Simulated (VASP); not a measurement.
Input:

```
CELL_PARAMETERS angstrom
      3.24086     0.00000     0.00000
     -1.62043     2.80666     0.00000
      0.00000     0.00000     8.59397
ATOMIC_POSITIONS crystal
  Nb 0.66667 0.33333 0.86203
  Nb 0.33333 0.66667 0.13797
  C  0.00000 0.00000 0.00000
  S  0.66667 0.33333 0.32807
  S  0.33333 0.66667 0.67193
```

The numbers are results of PBEsol GGA, VASP's PBE PAW potentials (set 64) (plane waves; VASP), not measurements. Settings: 520 eV cut-off, 12×12×4 Γ-centred mesh, tetrahedra with Blöchl corrections, potentials Nb_sv C S.

Without a dispersion term in the relaxation, distances and binding between the weakly bound layers, chains or molecules are unreliable, and so is what depends on them.

### Question
What does the run give for the energy per atom (σ→0), band gap (on the k-mesh) with the smallest direct gap where there is one?

### Answer

The band gap (on the k-mesh) comes out as none (metal, semimetal or under 0.01 eV) and the energy per atom (σ→0) comes out as -9.045 eV/atom.

The structure comes from a computed database's Nb2CS2 entry (P-3m1); how it stands against other phases isn't given here. It was relaxed first, which changed the volume by -11 %.
